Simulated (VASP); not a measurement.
Given:

```
CELL_PARAMETERS angstrom
      1.61670    -2.80021     0.00000
      1.61670     2.80021     0.00000
      0.00000     0.00000     3.60060
ATOMIC_POSITIONS crystal
  Zr 0.00000 0.00000 0.00000
  B  0.33333 0.66667 0.50000
  B  0.66667 0.33333 0.50000
```

All values below come from AM05 GGA, VASP's PBE PAW potentials (set 64) (plane waves; VASP). Run with 520 eV cut-off, 10×10×8 Γ-centred mesh, first-order Methfessel-Paxton smearing of 0.10 eV, potentials Zr_sv B.

Q: Predict the energy per atom (σ→0), pressure, band gap (on the k-mesh) with the smallest direct gap where there is one.

A: 
| Property | Value |
|---|---|
| band gap (on the k-mesh) | none (metal, semimetal or under 0.01 eV) |
| energy per atom (σ→0) | -8.651 eV/atom |
| pressure | -16.74 GPa |

The absolute energy has meaning only against runs of the same code, potentials and settings.

The compound is ZrB2 in the AlB2 type structure. The cell was not relaxed at this level. The run is one of a series of settings (GGA = AM against the base run), some of them coarse on purpose.
